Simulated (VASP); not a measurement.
An input for Ansatz (written as the equivalent of a VASP run, and not itself run):

Ansatz 0.2 input:
```yaml
crystal:
  lattice:
    - [6.2700000, 0.0000000, 0.0000000]
    - [-3.1350000, 5.4299790, 0.0000000]
    - [0.0000000, 0.0000000, 5.8200000]
  atoms:
    - { symbol: Cl, position: [0.3150000, 0.0000000, 0.2500000] }
    - { symbol: Cl, position: [0.3150000, 0.3150000, 0.7500000] }
    - { symbol: Cl, position: [0.0000000, 0.3150000, 0.2500000] }
    - { symbol: Cl, position: [0.6850000, 0.0000000, 0.7500000] }
    - { symbol: Cl, position: [0.6850000, 0.6850000, 0.2500000] }
    - { symbol: Cl, position: [0.0000000, 0.6850000, 0.7500000] }
    - { symbol: Ti, position: [0.0000000, 0.0000000, 0.0000000] }
    - { symbol: Ti, position: [0.0000000, 0.0000000, 0.5000000] }
kpoints:
  mp_grid: { grid: [3, 3, 2] }
hamiltonian:
  xc: pbesol
  pseudopotentials: { kind: paw }
scf:
  occupations: { method: fermi_dirac, width: 0.05 }
  max_iter: 100
output: { forces: true, stress: true, eigenvalues: true }
```

### Question
Translate this input to VASP (INCAR, KPOINTS, POSCAR, choice of POTCAR).

### Answer
This is not unique; one that fits is 
KPOINTS:
```
Automatic mesh
0
Gamma
3 3 2
0 0 0
```

**POSCAR**
```
TiCl3
1
    6.2700000000     0.0000000000     0.0000000000
   -3.1350000000     5.4299790000     0.0000000000
    0.0000000000     0.0000000000     5.8200000000
Cl Ti
6 2
Direct
  0.3150000000   0.0000000000   0.2500000000
  0.3150000000   0.3150000000   0.7500000000
  0.0000000000   0.3150000000   0.2500000000
  0.6850000000   0.0000000000   0.7500000000
  0.6850000000   0.6850000000   0.2500000000
  0.0000000000   0.6850000000   0.7500000000
  0.0000000000   0.0000000000   0.0000000000
  0.0000000000   0.0000000000   0.5000000000
```

INCAR:
```
SYSTEM = TiCl3
PREC = Accurate
ENCUT = 300
EDIFF = 1E-6
NELM = 100
ALGO = Normal
LREAL = .FALSE.
LASPH = .TRUE.
ISMEAR = -1
SIGMA = 0.05
GGA = PS
LMAXMIX = 4
LWAVE = .FALSE.
LCHARG = .FALSE.
ISIF = 2
```

POTCAR, in this order: Cl Ti_sv (PBE.64 set). Program: vasp_std.

What does not carry over: each code has its own PAW files, so the cut-off isn't converted (ENCUT is set for VASP's; basis.ecutwfc is left out, and Ansatz then takes the one that its files recommend); Ansatz stops its SCF on the density residual and VASP on the energy change (EDIFF).

The structure comes from a measured TiCl3 entry of the Crystallography Open Database, whose conditions weren't checked. The cell was not relaxed at this level. The k-mesh is coarse (spacing up to 0.54 per Å, 2π included), so the numbers may not be converged in it. The run is one of a series of settings (KPOINTS 3×3×2 Γ-centred mesh against the base run), some of them coarse on purpose.
